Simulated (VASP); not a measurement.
VASP input:

File KPOINTS:
```
k-points along high-symmetry lines
6
Line-mode
Reciprocal
  0.000000   0.000000   0.000000 ! GAMMA
  0.500000  -0.500000   0.500000 ! H

  0.500000  -0.500000   0.500000 ! H
  0.000000   0.000000   0.500000 ! N

  0.000000   0.000000   0.500000 ! N
  0.000000   0.000000   0.000000 ! GAMMA

  0.000000   0.000000   0.000000 ! GAMMA
  0.250000   0.250000   0.250000 ! P

  0.250000   0.250000   0.250000 ! P
  0.500000  -0.500000   0.500000 ! H

  0.250000   0.250000   0.250000 ! P
  0.000000   0.000000   0.500000 ! N
```

INCAR:
```
SYSTEM = Mo
PREC = Accurate
ENCUT = 400
EDIFF = 1E-6
NELM = 100
ALGO = Normal
LREAL = .FALSE.
LASPH = .TRUE.
ISMEAR = 1
SIGMA = 0.1
GGA = PE
LMAXMIX = 4
LWAVE = .FALSE.
LCHARG = .FALSE.
ISIF = 2
```

**POSCAR**
```
Mo
1
   -1.6065000000     1.6065000000     1.6065000000
    1.6065000000    -1.6065000000     1.6065000000
    1.6065000000     1.6065000000    -1.6065000000
Mo
1
Direct
  0.0000000000   0.0000000000   0.0000000000
```

POTCAR, in this order: Mo_sv (PBE.64 set). Program: vasp_std.

Question: What happens when VASP runs on this input?

Answer: There is a fault: a line-mode KPOINTS file was used for a self-consistent run. The run ends without an error. Against the sound run, the energy per atom (σ→0) falls by 0.747 eV/atom; the pressure drops by 7.76 GPa.

File standard output:
```
 POSCAR found type information on POSCAR Mo
 POSCAR found :  1 types and       1 ions
 Reading from existing POTCAR
 Reading from existing POTCAR
 LDA part: xc-table for (Slater+PW92), standard interpolation
 POSCAR, INCAR and KPOINTS ok, starting setup
 WAVECAR not read
 entering main loop
       N       E                     dE             d eps       ncg     rms          rms(c)
DAV:   1     0.702559906860E+02    0.70256E+02   -0.73183E+03   803   0.107E+03
DAV:   2    -0.111432205378E+02   -0.81399E+02   -0.78732E+02   873   0.295E+02
DAV:   3    -0.121521683137E+02   -0.10089E+01   -0.10006E+01   908   0.325E+01
DAV:   4    -0.121551240369E+02   -0.29557E-02   -0.29555E-02   858   0.200E+00
DAV:   5    -0.121551382702E+02   -0.14233E-04   -0.14232E-04   902   0.138E-01    0.138E+01
DAV:   6    -0.117227059311E+02    0.43243E+00   -0.84853E-01   831   0.108E+01    0.427E+00
DAV:   7    -0.116697856518E+02    0.52920E-01   -0.15605E-01   828   0.432E+00    0.908E-01
DAV:   8    -0.116676739844E+02    0.21117E-02   -0.36511E-03   852   0.773E-01    0.289E-01
DAV:   9    -0.116676176478E+02    0.56337E-04   -0.36561E-04   852   0.225E-01    0.931E-02
DAV:  10    -0.116676207109E+02   -0.30632E-05   -0.69786E-06   867   0.354E-02    0.293E-02
DAV:  11    -0.116676201356E+02    0.57529E-06   -0.21597E-06   807   0.137E-02
   1 F= -.11667620E+02 E0= -.11667466E+02  d E =-.463546E-03
```

OUTCAR:
```
------------------------ aborting loop because EDIFF is reached ----------------------------------------
  FORCE on cell =-STRESS in cart. coord.  units (eV):
  Direction    XX          YY          ZZ          XY          YZ          ZX
  --------------------------------------------------------------------------------------
  Total       -2.0664844     -2.0664844     -2.0664844     -0.0000000      0.0000000     -0.0000000
  in kB     -199.6367673   -199.6367673   -199.6367673     -0.0000000      0.0000000     -0.0000000
  external PRESSURE =    -199.6367673 kB  Pullay stress =       0.0000000 kB
  volume of cell :       16.58
      direct lattice vectors                 reciprocal lattice vectors
    -1.606500000  1.606500000  1.606500000     0.000000000  0.311235605  0.311235605
     1.606500000 -1.606500000  1.606500000     0.311235605  0.000000000  0.311235605
     1.606500000  1.606500000 -1.606500000     0.311235605  0.311235605  0.000000000
 POSITION                                       TOTAL-FORCE (eV/Angst)
 -----------------------------------------------------------------------------------
      0.00000      0.00000      0.00000        -0.000000      0.000000      0.000000
 -----------------------------------------------------------------------------------
    total drift:                                0.000000     -0.000000      0.000000
  FREE ENERGIE OF THE ION-ELECTRON SYSTEM (eV)
  ---------------------------------------------------
  free  energy   TOTEN  =       -11.6676201356 eV

  energy  without entropy=      -11.6671565894  energy(sigma->0) =      -11.66746562
```
(Selected blocks of OUTCAR.)

To mend it, correct KPOINTS.
**KPOINTS**
```
Automatic mesh
0
Gamma
12 12 12
0 0 0
```
The mended run (PBE GGA, plane waves, VASP's PBE PAW potentials (set 64)) converges, and its OSZICAR ends with
```
   1 F= -.10920311E+02 E0= -.10920134E+02  d E =-.533601E-03
```

The compound is Mo in the bcc structure. The cell was not relaxed at this level.
